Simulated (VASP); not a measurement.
Energy against volume of SnO2 (rutile). Method: optB86b-vdW, VASP's PBE PAW potentials (set 64) (plane waves; VASP). Settings: 520 eV cut-off, 5×5×7 Γ-centred mesh, Gaussian smearing of 0.050 eV, potentials Sn_d O.

Shape and ions are relaxed at each volume.

| V (Å³/atom) | E (eV/atom) |
|---|---|
| 11.998 | -4.17334 |
| 12.369 | -4.18080 |
| 12.740 | -4.17562 |
| 13.111 | -4.16005 |

Q: Fit these four points and predict the energy of the run at 11.627 Å³/atom.

A: A cubic in V^(−2/3), the third-order Birch-Murnaghan form, passes through the four points with V0 = 12.39 Å³/atom and B0 = 180 GPa, and gives -4.1505 eV/atom there. The run gave -4.1506 eV/atom, -0.1 meV/atom from the fit; all five points give B0 = 179 GPa.

The compound is SnO2 in the rutile structure. It was relaxed first.
